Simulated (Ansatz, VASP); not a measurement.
# Cross-check of PbS2 between VASP and Ansatz, part 2 of 2

Aim: how closely do two programs agree when they are given the same cell, functional and k mesh? The cell is generated by rule, not measured, and may not be a known phase. The cell is taken from a series of runs on this material, whose earlier steps may have relaxed, scaled, displaced or heated it; both programs get it as it stands.

VASP 6.6.1 and Ansatz 0.2.0.

So far: Set-up; VASP: zone-centre phonons, PBEsol.

The structure was built from a prototype and need not be the compound's stable phase.

## Step 3: Ansatz: zone-centre phonons, PBEsol

Level of this step: Ansatz beside VASP: Kohn-Sham DFT, plane waves, PBEsol (Ansatz).

Ansatz runs on its default PAW (the set named soft_2) files.

The same cell, functional, mesh and smearing now go to Ansatz, which takes its cutoff from its data sets.

input.yaml

```yaml
crystal:
  lattice:
    - [0.0, 3.3238060899, 3.3238060899]
    - [3.3238060899, 0.0, 3.3238060899]
    - [3.3238060899, 3.3238060899, 0.0]
  atoms:
    - { symbol: Pb, position: [0.0, 0.0, 0.0] }
    - { symbol: S, position: [0.25, 0.25, 0.25] }
    - { symbol: S, position: [0.75, 0.75, 0.75] }
kpoints:
  mp_grid: { grid: [12, 12, 12] }
hamiltonian:
  xc: pbesol
scf:
  occupations: { method: methfessel_paxton, width: 0.15 }
output:
  eigenvalues: true
phonons:
  method: dfpt
```

The run is started by

```console
> ansatz run input.yaml --threads 4 --pin off --max-ram 7168MiB --backend cpu --events-out ev --progress --plain --runs-dir out
```

Numbers of over 12 decimals in the logs are rounded to 6 here.

Output:

```text
zone centre: on kpoints.mp_grid the ground state, and the responses unless they are solved on pairs of k-points, stand on 163 of the mesh's 1728 k-points, reduced under 8 symmetry operations, with k and −k counted as one. Each operation leaves every solved displacement unchanged or reverses it
Engine: ansatz 0.2.0, aarch64-unknown-linux-gnu
Pseudopotentials: kind: paw
Pseudopotential: Pb, paw, valence charge 14, recommended cutoff 420 eV (normal), Pb.paw.azcp
Pseudopotential: S, paw, valence charge 6, recommended cutoff 420 eV (normal), S.paw.azcp
Functional definition: PBEsol
  exchange = pbesol_x
  correlation = pbesol_c
Crystal: 3 atoms, lattice volume = 73.441 Å³
Basis set: ecut = 420 eV, 1459 PW (Γ), exchange–correlation on 64×64×64 points (8 copies of the dense FFT grid, shifted against one another)
Bands: 17, of which v1, the nominal top of the filled ones, is band 13 counted from 1 (12 counted from 0)
Symmetry: 48 space group operations
k-points: 163 of 1728 (irreducible under 8 space group operations, time reversal used)
Non-local potential: Pb, projectors of the file, l = 0: 2, l = 1: 2, l = 2: 2, l = 3: 2
Non-local potential: S, projectors of the file, l = 0: 2, l = 1: 2, l = 2: 2
PAW form: soft (Blöchl's): semilocal exchange-correlation on the pseudo side does not see the compensation charge
PAW frozen core: Pb, regenerated for the run's functional, and the local potential with it (the file was generated under x = pbe(κ = 0.804, μ = 0.219515), c = pbe(β = 0.066725))
PAW frozen core: S, regenerated for the run's functional, and the local potential with it (the file was generated under x = pbe(κ = 0.804, μ = 0.219515), c = pbe(β = 0.066725))
PAW one-centre angular grid: Pb, 590 points (default); XC on 64 Gauss nodes
PAW one-centre angular grid: S, 110 points (default); XC on 64 Gauss nodes
Initial density: superposition of atomic densities (neutral atoms: chi_scale 0, normalization atom), corrected by the library's trained network
Initial wavefunctions: pseudopotential atomic-orbital guess
Functional: x = pbesol(κ = 0.804, μ = 0.123457), c = pbesol(β = 0.046)
SCF iter   1: F=—  HF=-13523.961362 eV  |F-HF|=—  |Δ(HF+E_count)|=         —  Δρ=5.94e-3  dr2=3.68e-2  ethr=1.77e-3  ⟨swp⟩=6.9  Hψ=15420  notcnv=0
preconditioner: auto → LDOS  [metal: Δε(μ)=0.009 eV  Ē_g=13.017 eV  σ=0.150 eV  W_gap=0.05  n_scr=14 (ndim 8)  ℏωp=22.1 eV  f_vac=0.047  D(μ)=4.28/eV (n_scr^D=50)  β→1.0]
SCF iter   2: F=—  HF=-13523.950726 eV  |F-HF|=—  |Δ(HF+E_count)|=   1.06e-2  S|Δr|=    0.00e0  Δρ=2.08e-3  dr2=6.00e-3  ethr=1.41e-4  ⟨swp⟩=2.0  Hψ=5202  notcnv=0
SCF iter   3: F=—  HF=-13523.949345 eV  |F-HF|=—  |Δ(HF+E_count)|=   1.38e-3  S|Δr|=    0.00e0  Δρ=9.64e-4  dr2=4.08e-4  ethr=2.31e-5  ⟨swp⟩=2.0  Hψ=4703  notcnv=0
SCF iter   4: F=—  HF=-13523.949243 eV  |F-HF|=—  |Δ(HF+E_count)|=   1.02e-4  S|Δr|=    0.00e0  Δρ=1.40e-4  dr2=1.82e-5  ethr=1.57e-6  ⟨swp⟩=2.0  Hψ=4327  notcnv=0
SCF iter   5: F=—  HF=-13523.949236 eV  |F-HF|=—  |Δ(HF+E_count)|=   7.15e-6  S|Δr|=    0.00e0  Δρ=2.51e-5  dr2=3.30e-7  ethr=7.00e-8  ⟨swp⟩=2.0  Hψ=4812  notcnv=0
SCF iter   6: F=—  HF=-13523.949236 eV  |F-HF|=—  |Δ(HF+E_count)|=   9.80e-8  S|Δr|=    0.00e0  Δρ=3.30e-6  dr2=1.16e-8  ethr=1.27e-9  ⟨swp⟩=2.1  Hψ=3881  notcnv=0
SCF iter   7: F=—  HF=-13523.949236 eV  |F-HF|=—  |Δ(HF+E_count)|=  2.98e-10  S|Δr|=    0.00e0  Δρ=4.02e-7  dr2=2.15e-10  ethr=4.48e-11  ⟨swp⟩=2.1  Hψ=4737  notcnv=0
SCF iter   8: F=-13523.949236 eV  HF=-13523.949236 eV  |F-HF|=1.82e-12  |Δ(HF+E_count)|=  6.73e-11  S|Δr|=    0.00e0  Δρ=7.80e-8  dr2=6.99e-12  ethr=1.00e-12  ⟨swp⟩=7.6  Hψ=16777  notcnv=0
SCF 1 converged in 8 iterations: F = -13523.949236 eV  dr2 = 6.99e-12
  greatest PAW one-centre occupation: 0.981 electrons in one spin orbital (limit 2), on the Pb atom at site 0 (counted from 0), in its partial waves of l = 2
DFPT response loops at Γ: preconditioner auto → Kerker (q_TF=auto, 2.295 Å⁻¹) (partly filled bands, converged f_vac=0.045); β = 1.00, the filter's whole step (`scf.mixing.beta` (0.50) is not read by the response loops under this deck's `scf.mixing.preconditioner`; to damp them name `kerker` or `kerker_dos`, under which they read `scf.mixing.beta`, and type it under 1.00, their step now; both keys bind the ground state too); Broyden in place of MSR1
SCF converged after 8 iterations
Stability not checked: this state was not tested for a lower state beside it, because cold or Methfessel-Paxton smearing, or corrected tetrahedra, fill the levels in a way that the test cannot read (fill_not_monotonic; see scf.lower_state_search)
Free energy (F): -13523.949236 eV
Harris-Foulkes:  -13523.949236 eV  (|F-HF|=1.82e-12)
Internal energy: -13523.948681 eV  (E = F + TS)
E sigma→0 (E₀):  -13523.949097 eV
Entropy (-TS):   -0.000554 eV (-0.185 meV/atom)
Fermi energy:    6.623675 eV
--- Per-component energies (eV) ---
  E_band       = -70.461724
  E_kinetic    = 498.304401
  E_local      = -1455.741575  (includes V_loc(G=0)·N_el)
  E_nonlocal   = 411.175230
  E_hartree    = 563.134599
  E_xc         = -408.660018
  E_vxc        = -304.092527  (∫ρ·V_xc dr)
  E_paw        = -11424.721982  (= ΣΔE_a)
  E_vpaw       = -346.376458  (= ΣTr[D̂ρ^β])
  E_aug_tail   = 0.000048  (compensation charges beyond the density's cutoff)
  E_ewald      = -1707.625400
  E_core_change = 0.186015  (= ΣΔE_core)
  E_smearing   = -0.000554  (= −TS)
  E_closure    = 0.000000  (closes the sum)
  Σ components = -13523.949236   (vs F -13523.949236, Δ=0.00e0)
--- Band table (eV; the first three rows and the last of 163) ---
  k-point 0: bands = [... 9 lower, 4.2991, 4.2991, 5.4891, 5.4891, 5.4891, 9.2650, 9.2650, 9.2650]
  k-point 1: bands = [... 9 lower, 4.2580, 4.2580, 5.4611, 5.4611, 5.8731, 9.3473, 9.3722, 9.3722]
  k-point 2: bands = [... 9 lower, 4.1557, 4.1557, 5.3776, 5.3776, 6.4880, 9.6849, 9.6849, 9.7027]
  k-point 162: bands = [... 9 lower, 4.2112, 4.2112, 6.3145, 6.9101, 7.0378, 11.1566, 12.0477, 12.0477]
--- Phonons (Γ-DFPT): 2 representative perturbations + reference, on 163 of 1728 k-points (Σ response iterations 6) ---
  k mesh reduced under 8 symmetry operations, with k and −k counted as one. Each operation leaves every solved displacement unchanged or reverses it
  ASR residual: 5.878e-5 → 0.000e0 eV/Å²; symmetrization residual: 7.726e-6 eV/Å²
  ASR residual per site (eV/Å²): 4.45e-5 5.88e-5 5.88e-5
  Γ frequencies (cm⁻¹): 0.00 0.00 0.00 108.60 108.60 108.60 116.58 116.58 116.58
  non-analytic LO–TO correction: not included (Born effective charges unavailable; polar crystals: no LO–TO splitting at Γ)
```

Reading the cycles: dr2 is the Hartree energy of the density residual (eV), the measure of convergence; HF is the Harris–Foulkes estimate of the energy, which meets the free energy F at convergence.

## Step 4: Side by side

Known differences besides the potentials themselves: the cutoff is 420 eV in Ansatz and 500 eV in VASP; Ansatz makes its cores anew for this functional, VASP keeps those of its PBE data sets. Total energies have different zeros and are not compared.

The two programs side by side:

| quantity | Ansatz | VASP | difference |
| --- | --- | --- | --- |
| optical mode 1 to 3 (cm⁻¹) | 108.6 | 109.8 | -1.12 % |
| optical mode 4 to 6 (cm⁻¹) | 116.6 | 118.1 | -1.25 % |

Modes are paired by rising frequency, not by their patterns, so a pair may set unlike modes beside each other; they are those without the splitting of longitudinal modes.

## Step 5: What came out

```json
{"r.m.s. difference of the optical zone-centre modes, each program's sorted by frequency (zone-centre phonons, PBEsol)": "1.4 cm⁻¹", "difference in optical mode 4 to 6 (zone-centre phonons, PBEsol)": "-1.2 %"}
```

The r.m.s. difference of the optical zone-centre modes, each program's sorted by frequency is 1.4 cm⁻¹ (zone-centre phonons, PBEsol). Among the rows given in per cent, the largest difference of the zone-centre phonons, PBEsol pair is in optical mode 4 to 6, -1.2 %. How closely two codes agree says nothing of how well the functional describes the real material.

[Lines on the potential files, build, host, timing and source positions are cut from VASP's logs without a mark.]

[Logs are printed without paths, hosts, clocks, repeated set-up lines and the standing remarks that a program may print on its own settings, such as how far it seeks lower states.]

[Hosts, paths, dates, database ids (printed as entryN), source tags and the programs' standing remarks are cut or masked in the printed files.]
